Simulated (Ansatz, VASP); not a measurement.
# Mg3CdS2 in VASP and in Ansatz

```
Mg Cd S
1.0
     3.58776    0.00000    0.00000
    -1.79388    3.10709    0.00000
     0.00000    0.00000   10.66652
Mg Cd S
3 1 2
Direct
  0.00000 0.00000 0.50000
  0.33333 0.66667 0.21431
  0.66667 0.33333 0.78569
  0.00000 0.00000 0.00000
  0.33333 0.66667 0.64275
  0.66667 0.33333 0.35725
```

Alike in both runs: functional PBE; k mesh 12 × 12 × 4; occupations gaussian, width 0.1 eV; no spin polarisation.

Ansatz relaxed the structure, and its values are those at the end. VASP's run is a single point on that final structure, the one shown.

|  | VASP | Ansatz |
| --- | --- | --- |
| version | VASP 6.6.1 | Ansatz 0.2.0 |
| potentials or method | VASP PAW PBE potentials, release 64 (Mg, Cd, S) | scalar-relativistic, plane waves, PAW |
| plane-wave cutoff (eV) | 520 | 420 |
| valence electrons in the cell | 30 | 62 |

```csv
,VASP,Ansatz,Ansatz less VASP
gap on the k mesh at the Fermi level (eV),none,none,-
pressure (GPa),1.5,1.7,+0.18
rms of the force components (eV/Å),0.004,0.001,-0.0024
```

A gap of «none» marks a metal or a gap that the smearing closes. The two sets of potentials don't hold the same shells in valence.
